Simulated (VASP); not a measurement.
Data:

```
BaTe
1.0
    0.00000     3.57000     3.57000
    3.57000     0.00000     3.57000
    3.57000     3.57000     0.00000
Ba Te
1 1
Direct
  0.00000   0.00000   0.00000
  0.50000   0.50000   0.50000
```

Calculation: PBE GGA, VASP's PBE PAW potentials (set 64) (plane waves; VASP 6.6.1). Numerical set-up: 400 eV cut-off, 6×6×6 Γ-centred mesh, Gaussian smearing of 0.050 eV, potentials Ba_sv Te.

Unless said otherwise, spin-orbit coupling is left out, though it shifts the bands of the heavy elements here.

Task: What does the run give for the energy per atom (σ→0), band gap (on the k-mesh) with the smallest direct gap where there is one?

Result: 
```json
{
  "band gap (on the k-mesh)": "1.64 eV",
  "smallest direct gap (on the k-mesh)": "2.02 eV",
  "energy per atom (σ→0)": "-4.313 eV/atom"
}
```

Total energies compare only between runs with the same potentials, cut-off and functional.

The compound is BaTe in the rock salt structure. The cell was not relaxed at this level.
